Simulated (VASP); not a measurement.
Consider the following.

```xyz
2
Lattice="0.0000 3.1319 3.1319 3.1319 0.0000 3.1319 3.1319 3.1319 0.0000" Properties=species:S:1:pos:R:3 pbc="T T T"
In     0.0000     0.0000     0.0000
As     1.5660     1.5660     1.5660
```

Computed with optB86b-vdW, VASP's PBE PAW potentials (set 64) (plane waves; VASP 6.6.1). Run with 520 eV cut-off, 10×10×10 Γ-centred mesh, first-order Methfessel-Paxton smearing of 0.10 eV, potentials In_d As.

Unless said otherwise, spin-orbit coupling is left out, though it shifts the bands of the heavy elements here.

Estimate the energy per atom (σ→0), pressure, band gap (on the k-mesh) with the smallest direct gap where there is one.

```
Property                                                    Result
------------------------  ----------------------------------------
band gap (on the k-mesh)  none (metal, semimetal or under 0.01 eV)
energy per atom (σ→0)                               -1.527 eV/atom
pressure                                                 -2.64 GPa
```

Only differences to runs with the same potentials and settings are physical.

The compound is InAs in the zinc blende structure. This cell is one point of a volume scan, at 1.06 of the reference volume.
